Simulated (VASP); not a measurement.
These are r2SCAN meta-GGA, VASP's PBE PAW potentials (set 64) (plane waves; VASP) values and carry that method's errors.

The input files of a VASP run:

### KPOINTS
```
Automatic mesh
0
Gamma
7 7 2
0 0 0
```

INCAR:
```
SYSTEM = WSe2
PREC = Accurate
ENCUT = 400
EDIFF = 1E-6
NELM = 100
ALGO = Normal
LREAL = .FALSE.
LASPH = .TRUE.
ISMEAR = 0
SIGMA = 0.05
METAGGA = R2SCAN
LMIXTAU = .TRUE.
LMAXMIX = 6
LWAVE = .FALSE.
LCHARG = .FALSE.
IBRION = 2
ISIF = 3
NSW = 60
EDIFFG = -0.02
```

POSCAR:
```
WSe2
1
    1.6579132550    -2.8715896575     0.0000000000
    1.6579132550     2.8715896575     0.0000000000
   -0.0000000000     0.0000000000    13.6525989833
W Se
2 4
Direct
  0.3333330000   0.6666670000   0.2500000000
  0.6666670000   0.3333330000   0.7500000000
  0.3333330000   0.6666670000   0.8718711794
  0.6666670000   0.3333330000   0.3718711794
  0.6666670000   0.3333330000   0.1281288206
  0.3333330000   0.6666670000   0.6281288206
```

POTCAR, in this order: W_sv Se (PBE.64 set). Program: vasp_std.

Output of the run:

File OSZICAR:
```
       N       E                     dE             d eps       ncg     rms          rms(c)
DAV:   1     0.329451603066E+03    0.32945E+03   -0.25774E+04  1128   0.136E+03
DAV:   2    -0.149350768859E+03   -0.47880E+03   -0.46804E+03  1230   0.386E+02
DAV:   3    -0.176426566417E+03   -0.27076E+02   -0.26897E+02  1229   0.869E+01
DAV:   4    -0.177070318158E+03   -0.64375E+00   -0.64161E+00  1229   0.134E+01
DAV:   5    -0.177082908478E+03   -0.12590E-01   -0.12583E-01  1240   0.189E+00    0.316E+01
DAV:   6    -0.171462245478E+03    0.56207E+01   -0.10968E+01  1232   0.242E+01    0.977E+00
DAV:   7    -0.166419078135E+03    0.50432E+01   -0.31271E+00  1247   0.812E+00    0.410E+00
DAV:   8    -0.166199968505E+03    0.21911E+00   -0.80491E-01  1317   0.595E+00    0.131E+00
DAV:   9    -0.164618195344E+03    0.15818E+01   -0.18371E-01  1125   0.318E+00    0.642E-01
DAV:  10    -0.163884093570E+03    0.73410E+00   -0.77616E-02  1118   0.191E+00    0.222E-01
DAV:  11    -0.163347141777E+03    0.53695E+00   -0.25315E-01  1104   0.311E+00    0.263E-01
DAV:  12    -0.163296154752E+03    0.50987E-01   -0.10592E-02  1217   0.684E-01    0.266E-01
DAV:  13    -0.163291281021E+03    0.48737E-02   -0.31088E-03  1132   0.404E-01    0.323E-01
DAV:  14    -0.163514973952E+03   -0.22369E+00   -0.17346E-01  1013   0.234E+00    0.289E-01
DAV:  15    -0.163575019462E+03   -0.60046E-01   -0.14048E-02  1111   0.741E-01    0.182E-01
DAV:  16    -0.163590214381E+03   -0.15195E-01   -0.74054E-03  1132   0.511E-01    0.139E-01
DAV:  17    -0.163590106866E+03    0.10752E-03   -0.19364E-04  1237   0.683E-02    0.152E-01
DAV:  18    -0.163592010726E+03   -0.19039E-02   -0.35472E-03  1097   0.333E-01    0.156E-01
DAV:  19    -0.163591308501E+03    0.70223E-03   -0.13815E-03  1062   0.262E-01    0.936E-02
DAV:  20    -0.163592090867E+03   -0.78237E-03   -0.66389E-04  1132   0.134E-01    0.495E-02
DAV:  21    -0.163591942245E+03    0.14862E-03   -0.56165E-05  1167   0.468E-02    0.404E-02
DAV:  22    -0.163592274773E+03   -0.33253E-03   -0.18270E-04  1139   0.711E-02    0.241E-02
DAV:  23    -0.163592320185E+03   -0.45413E-04   -0.39500E-05   985   0.375E-02    0.172E-02
DAV:  24    -0.163592324578E+03   -0.43924E-05   -0.91167E-06  1111   0.180E-02    0.126E-02
DAV:  25    -0.163592319923E+03    0.46546E-05   -0.70251E-06  1129   0.125E-02    0.911E-03
DAV:  26    -0.163592314775E+03    0.51484E-05   -0.88992E-06   997   0.189E-02    0.807E-03
DAV:  27    -0.163592317654E+03   -0.28791E-05   -0.82722E-07   629   0.593E-03    0.732E-03
DAV:  28    -0.163592323690E+03   -0.60364E-05   -0.18041E-06   730   0.956E-03    0.537E-03
DAV:  29    -0.163592324381E+03   -0.69086E-06   -0.70114E-07   650   0.529E-03
   1 F= -.16359232E+03 E0= -.16359232E+03  d E =-.163592E+03
```

**OUTCAR**
```
------------------------ aborting loop because EDIFF is reached ----------------------------------------
  FORCE on cell =-STRESS in cart. coord.  units (eV):
  Direction    XX          YY          ZZ          XY          YZ          ZX
  --------------------------------------------------------------------------------------
  Total        0.0568747      0.0568747     -0.0180676      0.0000000      0.0000000      0.0000000
  in kB        0.7009713      0.7009711     -0.2226801      0.0000000      0.0000000      0.0000000
  external PRESSURE =       0.3930874 kB  Pullay stress =       0.0000000 kB
  volume of cell :      130.00
      direct lattice vectors                 reciprocal lattice vectors
     1.657913255 -2.871589657  0.000000000     0.301583933 -0.174119585  0.000000000
     1.657913255  2.871589657  0.000000000     0.301583933  0.174119585  0.000000000
     0.000000000  0.000000000 13.652598983     0.000000000  0.000000000  0.073246127
 POSITION                                       TOTAL-FORCE (eV/Angst)
 -----------------------------------------------------------------------------------
      1.65791      0.95720      3.41315        -0.000000     -0.000000     -0.000000
      1.65791     -0.95720     10.23945        -0.000000      0.000000     -0.000000
      1.65791      0.95720     11.90331         0.000000     -0.000000     -0.007025
      1.65791     -0.95720      5.07701        -0.000000      0.000000     -0.007025
      1.65791     -0.95720      1.74929         0.000000      0.000000      0.007025
      1.65791      0.95720      8.57559         0.000000     -0.000000      0.007025
 -----------------------------------------------------------------------------------
    total drift:                                0.000147      0.001081     -0.000033
  FREE ENERGIE OF THE ION-ELECTRON SYSTEM (eV)
  ---------------------------------------------------
  free  energy   TOTEN  =      -163.5923243813 eV

  energy  without entropy=     -163.5923243813  energy(sigma->0) =     -163.59232438

 reached required accuracy - stopping structural energy minimisation
```
(Selected blocks of OUTCAR.)

The compound is WSe2 in the 2H layered structure. It was relaxed first, which changed the volume by +8 %. The start is the result of an earlier pass.
